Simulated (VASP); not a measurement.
These are PBEsol GGA, VASP's PBE PAW potentials (set 64) (plane waves; VASP 6.6.1) values and carry that method's errors.

VASP input:

**POSCAR**
```
LiF
1
    0.0000000000     1.9961850000     1.9961850000
    1.9961850000     0.0000000000     1.9961850000
    1.9961850000     1.9961850000     0.0000000000
Li F
1 1
Direct
  0.0000000000   0.0000000000   0.0000000000
  0.5000000000   0.5000000000   0.5000000000
```

**KPOINTS**
```
Automatic mesh
0
Gamma
14 14 14
0 0 0
```

INCAR:
```
! general
SYSTEM = LiF
PREC   = Accurate
ENCUT  = 400
LREAL  = F
LASPH  = T

! electronic loop
EDIFF  = 1E-6
NELM   = 100
ALGO   = Normal

! smearing
ISMEAR = 0
SIGMA  = 0.01

! functional
GGA    = PS

! ions
ISIF   = 2

! output
LWAVE  = F
LCHARG = F
```

POTCAR, in this order: Li_sv F (PBE.64 set). Program: vasp_std.

The resulting files:

**OUTCAR**
```
 ion  position               nearest neighbor table
   1  0.000  0.000  0.000-   2 2.00   2 2.00   2 2.00   2 2.00   2 2.00   2 2.00
   2  0.500  0.500  0.500-   1 2.00   1 2.00   1 2.00   1 2.00   1 2.00   1 2.00
  LATTYP: Found a face centered cubic cell.
 ALAT       =     3.9923700000
 Subroutine PRICEL returns:
 Original cell was already a primitive cell.
 Subroutine GETGRP returns: Found 48 space group operations
The static configuration has the point symmetry O_h .
The dynamic configuration has the point symmetry O_h .
 Subroutine INISYM returns: Found 48 space group operations
 Subroutine IBZKPT returns following result:
 Found    104 irreducible k-points:

 Following reciprocal coordinates:
            Coordinates               Weight
  0.000000  0.000000  0.000000      1.000000
  0.071429  0.000000  0.000000      8.000000
  0.142857  0.000000  0.000000      8.000000
  0.214286  0.000000  0.000000      8.000000
  0.285714  0.000000  0.000000      8.000000
  0.357143  0.000000  0.000000      8.000000
  0.428571  0.000000  0.000000      8.000000
  0.500000  0.000000  0.000000      4.000000
  0.071429  0.071429  0.000000      6.000000
...
```

File OSZICAR:
```
       N       E                     dE             d eps       ncg     rms          rms(c)
DAV:   1     0.187972880964E+02    0.18797E+02   -0.48615E+03  2064   0.919E+02
DAV:   2    -0.974928118441E+01   -0.28547E+02   -0.28082E+02  2062   0.173E+02
DAV:   3    -0.103223797787E+02   -0.57310E+00   -0.57230E+00  2511   0.224E+01
DAV:   4    -0.103273067207E+02   -0.49269E-02   -0.49260E-02  2364   0.189E+00
DAV:   5    -0.103273958088E+02   -0.89088E-04   -0.89088E-04  2468   0.142E-01    0.393E+00
DAV:   6    -0.992009020687E+01    0.40731E+00   -0.19534E+00  1926   0.107E+01    0.148E+00
DAV:   7    -0.991602243358E+01    0.40678E-02   -0.17466E-02  2437   0.146E+00    0.884E-01
DAV:   8    -0.991782861292E+01   -0.18062E-02   -0.12976E-02  2539   0.156E+00    0.932E-02
DAV:   9    -0.991792005016E+01   -0.91437E-04   -0.12158E-03  2042   0.363E-01    0.423E-02
DAV:  10    -0.991796497726E+01   -0.44927E-04   -0.12707E-04  2042   0.108E-01    0.807E-03
DAV:  11    -0.991796184191E+01    0.31353E-05   -0.44785E-06  2358   0.250E-02    0.109E-03
DAV:  12    -0.991796155043E+01    0.29148E-06   -0.38100E-07  1258   0.673E-03
   1 F= -.99179616E+01 E0= -.99179616E+01  d E =-.652373E-37
```

File OUTCAR:
```
------------------------ aborting loop because EDIFF is reached ----------------------------------------
  FORCE on cell =-STRESS in cart. coord.  units (eV):
  Direction    XX          YY          ZZ          XY          YZ          ZX
  --------------------------------------------------------------------------------------
  Total       -1.2160472     -1.2160472     -1.2160472      0.0000000      0.0000000      0.0000000
  in kB     -122.4696954   -122.4696954   -122.4696954      0.0000000      0.0000000      0.0000000
  external PRESSURE =    -122.4696954 kB  Pullay stress =       0.0000000 kB
  volume of cell :       15.91
      direct lattice vectors                 reciprocal lattice vectors
     0.000000000  1.996185000  1.996185000    -0.250477786  0.250477786  0.250477786
     1.996185000  0.000000000  1.996185000     0.250477786 -0.250477786  0.250477786
     1.996185000  1.996185000  0.000000000     0.250477786  0.250477786 -0.250477786
  FREE ENERGIE OF THE ION-ELECTRON SYSTEM (eV)
  ---------------------------------------------------
  free  energy   TOTEN  =        -9.9179615504 eV

  energy  without entropy=       -9.9179615504  energy(sigma->0) =       -9.91796155
```
(Selected blocks of OUTCAR.)

At this cut-off the stress carries a Pulay error, which pulls relaxed volumes low.

The structure comes from a computed database's LiF entry; how it stands against other phases isn't given here. The cell was not relaxed at this level. The run is one of a series of settings (GGA = PS, POTCAR Li_sv F (PBE.64 set) against the base run), some of them coarse on purpose.
